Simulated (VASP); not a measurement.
Consider the following.

```xyz
2
Lattice="0.0000 2.1045 2.1045 2.1045 0.0000 2.1045 2.1045 2.1045 0.0000" Properties=species:S:1:pos:R:3 pbc="T T T"
Co     0.0000     0.0000     0.0000
O      2.1045     2.1045     2.1045
```
Starting moments (μB, in the order of the record's atoms Co O): 2.7 0.3.

Level of theory: r2SCAN meta-GGA, VASP's PBE PAW potentials (set 64) (plane waves; VASP). Run with 520 eV cut-off, 13×13×13 Γ-centred mesh, first-order Methfessel-Paxton smearing of 0.10 eV, potentials Co O.

The moments were started parallel, and other spin orders were not tried in this run.

Problem. Estimate the cell moment, energy per atom (σ→0), band gap (on the k-mesh) with the smallest direct gap where there is one.

Solution. 
- band gap (on the k-mesh): none (metal, semimetal or under 0.01 eV)
- cell moment: 3.00 μB
- energy per atom (σ→0): -10.532 eV/atom

Problem. Give the moment on each site (PAW-sphere projection).

Solution. 
```
site  moment (μB)
----  -----------
Co1          2.69
O2           0.29
```

The structure comes from a measured CoO entry (Fm-3m) of the Crystallography Open Database, whose conditions weren't checked. It was relaxed first. The start is the result of an earlier pass.
